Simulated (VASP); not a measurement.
Set up this calculation in VASP 6.6.1, as the native input.

```yaml
Task: single point
Functional: LDA
Potentials_or_basis: VASP PAW LDA potentials, release 64 (Cd, Ag)
Cutoff: 520 eV
k_mesh: 12 × 12 × 12
Occupations: gaussian, width 0.1 eV
Spin: no spin polarisation
Dipole_correction: no
Further_INCAR_settings: ALGO = Fast; EDIFF = 1e-06; NBANDS = 18
```

The structure of CdAg lies in POSCAR:

```
CdAg
1.0
    3.2644025523      0.0000000000      0.0000000000
    0.0000000000      3.2644025523      0.0000000000
    0.0000000000      0.0000000000      3.2644025523
Cd Ag
1 1
Direct
    0.5000000000      0.5000000000      0.5000000000
    0.0000000000      0.0000000000      0.0000000000
```

The cell isn't the ideal one: relaxed again under DFT LDA, scalar-relativistic, plane waves, PAW.

The input as run:

INCAR

```
SYSTEM = CdAg
PREC = Accurate
ENCUT = 520
EDIFF = 1E-6
ISMEAR = 0
SIGMA = 0.1
LREAL = .FALSE.
LASPH = .TRUE.
NELM = 100
ALGO = Fast
ISIF = 2
LWAVE = .FALSE.
LCHARG = .TRUE.
LELF = .TRUE.
LVHAR = .TRUE.
NBANDS = 18
```

KPOINTS

```
Automatic mesh
0
G
  12 12 12
  0 0 0
```

Potentials or basis: VASP PAW LDA potentials, release 64 (Cd, Ag).

The run is started by

```bash
$ cat potpaw_LDA.64/Cd/POTCAR potpaw_LDA.64/Ag/POTCAR > POTCAR
$ mpirun -np 1 vasp_std > vasp.out
```

It gave:

The pressure is 0.8 GPa. The band gap on the k mesh is none (metal or under the smearing width).

Run time: 17 s on 1 thread of Intel(R) Xeon(R) Platinum 8488C (Sapphire Rapids), on a shared host, peak memory 0.17 GiB.
